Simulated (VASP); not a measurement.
Calculation: PBEsol GGA, VASP's PBE PAW potentials (set 64) (plane waves; VASP).

The input files of a VASP run:

### POSCAR
```
AlGaN2
1
    3.1421651452     0.0000000000     0.0000000000
    0.0000000000     3.1421651452     0.0000000000
    0.0000000000     0.0000000000     4.4208424115
Al Ga N
1 1 2
Direct
  0.5000000000   0.5000000000   0.5000000000
  0.0000000000   0.0000000000   0.0000000000
  0.5000000000   0.0000000000   0.7398202419
  0.0000000000   0.5000000000   0.2601797581
```

INCAR:
```
# general
SYSTEM    =  AlGaN2
PREC      =  Accurate
ENCUT     =  520   # plane-wave cut-off (eV)
LREAL     =  .False.
LASPH     =  .True.   # aspherical one-centre terms

# electronic loop
EDIFF     =  1E-8   # SCF stop (eV)
NELM      =  100
ALGO      =  Normal   # blocked Davidson
LMAXMIX   =  4   # l cut-off of mixed one-centre charges

# smearing
ISMEAR    =  0   # Gaussian
SIGMA     =  0.01   # width (eV)

# functional
GGA       =  PS   # PBEsol

# ions
IBRION    =  8   # DFPT with symmetry
NSW       =  1   # most ionic steps

# output
LWAVE     =  .False.
LCHARG    =  .False.

# other
LEPSILON  =  .True.
```

**KPOINTS**
```
Automatic mesh
0
Gamma
  7 7 5
0 0 0
```

POTCAR, in this order: Al Ga_d N (PBE.64 set). Program: vasp_std.

Output of the run:

File OUTCAR:
```


 HEAD OF MICROSCOPIC STATIC DIELECTRIC TENSOR (INDEPENDENT PARTICLE, excluding Hartree and local field effects)
 ------------------------------------------------------
           5.445233     0.000000     0.000000
           0.000000     5.445233     0.000000
           0.000000     0.000000     5.403227
 ------------------------------------------------------

 MACROSCOPIC STATIC DIELECTRIC TENSOR (including local field effects in DFT)
 ------------------------------------------------------
           5.261926     0.000000     0.000000
           0.000000     5.261926     0.000000
           0.000000    -0.000000     5.176470
 ------------------------------------------------------

 PIEZOELECTRIC TENSOR (including local field effects)  for field in x, y, z        (e  Angst)
          XX          YY          ZZ          XY          YZ          ZX
  --------------------------------------------------------------------------------
  x     0.00000     0.00000     0.00000     0.00000     0.00000     2.27348
  y     0.00000     0.00000    -0.00000     0.00000    -2.27348     0.00000
  z     2.21140    -2.21140     0.00000     0.00000     0.00000     0.00000

 PIEZOELECTRIC TENSOR (including local field effects)  for field in x, y, z        (C/m^2)
          XX          YY          ZZ          XY          YZ          ZX
  --------------------------------------------------------------------------------
  x     0.00000     0.00000     0.00000     0.00000     0.00000     0.83452
  y     0.00000     0.00000    -0.00000     0.00000    -0.83452     0.00000
  z     0.81173    -0.81173     0.00000     0.00000     0.00000     0.00000

 BORN EFFECTIVE CHARGES (including local field effects) (in |e|, cummulative output)
 ---------------------------------------------------------------------------------
 ion    1
    1     2.50377     0.00000    -0.00000
    2     0.00000     2.50377     0.00000
    3     0.00000     0.00000     2.66278
 ion    2
    1     2.62978     0.00000     0.00000
    2     0.00000     2.62978     0.00000
    3     0.00000     0.00000     2.50132
 ion    3
    1    -2.69166     0.00000     0.00000
    2     0.00000    -2.44188     0.00000
    3     0.00000     0.00000    -2.58205
 ion    4
    1    -2.44188     0.00000     0.00000
    2     0.00000    -2.69166     0.00000
    3     0.00000     0.00000    -2.58205
```
(Selected blocks of OUTCAR.)

The dielectric response may not be converged in the k-mesh; for small gaps it tends to come out too large.

The structure comes from a computed database's AlGaN2 entry (P-4m2); how it stands against other phases isn't given here. It was relaxed first.
